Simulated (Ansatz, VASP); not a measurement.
## Two plane-wave programs on Be3CdF2

```xyz
6
Lattice="4.2543 0.0000 0.0000 -2.1271 3.6843 0.0000 0.0000 0.0000 4.7968" Properties=species:S:1:pos:R:3 pbc="T T T"
Be    2.1271    0.0000    2.3984
Be    1.0636    1.8421    2.3984
Be   -1.0636    1.8421    2.3984
Cd    0.0000    0.0000    0.0000
F     0.0000    2.4562    0.0000
F     2.1271    1.2281    0.0000
```

Change from the starting cell: species swapped into the LaAl2Ag3 type (P6/mmm, No. 191).

Alike in both runs: task relaxation of cell and atoms; functional PBE; k mesh 12 × 12 × 8; occupations gaussian, width 0.1 eV; no spin polarisation.

|  | VASP | Ansatz |
| --- | --- | --- |
| version | VASP 6.6.1 | Ansatz 0.2.0 |
| potentials or method | VASP PAW PBE potentials, release 64 (Be, Cd, F) | scalar-relativistic, plane waves, PAW |
| plane-wave cutoff (eV) | 600 | 420 |
| valence electrons in the cell | 32 | 40 |

```tsv
	VASP	Ansatz	Ansatz less VASP
gap on the k mesh at the Fermi level, each at its own relaxed structure (eV)	none	none	-
relaxed volume (Å³/atom)	12.51	12.50	-0.003
relaxed cell length with the largest relative difference (Å)	4.766	4.783	+0.0171
```

A gap of «none» marks a metal or a gap that the smearing closes. The two sets of potentials don't hold the same shells in valence.
